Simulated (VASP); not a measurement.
**CdF2: transverse stress against strain**

CdF2 (fluorite, Fm-3m, 13.111 Å³/atom and stress up to 0.27 GPa in the relaxed cell, cube axes along x, y and z) under an equal strain ε along x and y, with z held. PBEsol in VASP (plane waves, PAW), 600 eV, 10×10×10 Γ-centred mesh, Gaussian smearing 0.05 eV; ions are relaxed, or left where forces stay under 0.02 eV/Å, within the symmetry of each cell. Stress is positive for a compressed cell.

Here s stands for strain and y for stress zz.

| strain (%) | stress zz (GPa) |
|---|---|
| -1.50 | 2.14 |
| -1.00 | 1.28 |
| -0.50 | 0.48 |
| 0.00 | -0.27 |
| 0.50 | -0.97 |
| 1.00 | -1.62 |
| 1.50 | -2.22 |
| 3.00 | ? |

### Question
Using a straight line, estimate the missing y at s = 3.00 from the other rows, showing the fit.

### Answer
Means: s 0, y -0.169. About the means, the sum of products is -10.165 and the sum of squares of s is 7.0000; the slope is their ratio. Least squares gives y = -0.169 - 1.4521·s. Residuals (row less fit): 0.131, -0.003, -0.077, -0.101, -0.075, 0.001, 0.127; standard error 0.105 (degrees of freedom: 5). The slope gives the elastic constant 2C12 = 145 ± 4 GPa (± standard error of the fit, which holds the terms cut off). At the withheld row, y = -0.169 - 1.4521 × 3.0 = -4.525 GPa. The calculation gives -3.76 GPa, 0.765 GPa above the prediction (13.0 % of the range of y in the table). The row lies outside the fitted rows, so this is an extrapolation. From the scatter of the fitted rows alone, a prediction at this place has a standard error of 0.164 GPa, so the miss is 4.7 times that.

A polynomial of degree 2 through the 12 other runs of the series gives -3.69 there, so most of the miss is curvature that the fit leaves out. Rows are the converged runs of the series near zero and its far end, less any whose ions stayed unrelaxed beside relaxed ones; series whose fitted rows scatter by over a few per cent of the range, as at a crossing or softening among them, aren't shown in this form. Most that stay on the fit to the last digits aren't either.
